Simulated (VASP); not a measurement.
Here is the system:

```yaml
crystal:
  lattice:
    - [2.12907, 1.22922, 7.01807]
    - [-2.12907, 1.22922, 7.01807]
    - [0.00000, -2.45843, 7.01807]
  atoms:
    - { symbol: Mg, position: [0.99045, 0.99045, 0.99045] }
    - { symbol: Mg, position: [0.51047, 0.51047, 0.51047] }
    - { symbol: Te, position: [0.12251, 0.12251, 0.12251] }
    - { symbol: S, position: [0.62654, 0.62654, 0.62654] }
```

Method: PBEsol GGA, VASP's PBE PAW potentials (set 64) (plane waves; VASP). Settings: 400 eV cut-off, Gaussian smearing of 0.050 eV, potentials Mg Te S.

Unless said otherwise, spin-orbit coupling is left out, though it shifts the bands of the heavy elements here.

**Question.** Give the energies of bands 3 to 11 at the high-symmetry points, in eV from the valence-band maximum.

**Answer.** 
```json
[
 {"band": "3", "Γ": "-4.23", "T": "-3.12", "H2": "-3.94", "L": "-4.04", "S0": "-3.91", "F": "-4.32"},
 {"band": "4", "Γ": "-2.01", "T": "-2.82", "H2": "-3.53", "L": "-3.45", "S0": "-3.48", "F": "-3.83"},
 {"band": "5", "Γ": "-2.01", "T": "-2.00", "H2": "-3.16", "L": "-2.73", "S0": "-3.24", "F": "-2.49"},
 {"band": "6", "Γ": "-1.01", "T": "-2.00", "H2": "-2.37", "L": "-2.43", "S0": "-2.40", "F": "-2.17"},
 {"band": "7", "Γ": "0.00", "T": "-0.04", "H2": "-1.95", "L": "-2.04", "S0": "-1.97", "F": "-1.20"},
 {"band": "8", "Γ": "0.00", "T": "-0.04", "H2": "-1.47", "L": "-0.88", "S0": "-1.49", "F": "-0.75"},
 {"band": "9", "Γ": "1.39", "T": "2.62", "H2": "3.29", "L": "3.05", "S0": "3.22", "F": "2.10"},
 {"band": "10", "Γ": "3.71", "T": "3.96", "H2": "3.58", "L": "3.63", "S0": "3.94", "F": "3.07"},
 {"band": "11", "Γ": "5.48", "T": "4.89", "H2": "4.72", "L": "4.57", "S0": "4.57", "F": "3.55"}
]
```

The gap is direct, 1.39 eV, from the valence maximum at Γ to the conduction minimum at Γ.

The structure comes from a computed database's Mg2TeS entry (R3m); how it stands against other phases isn't given here. It was relaxed first.
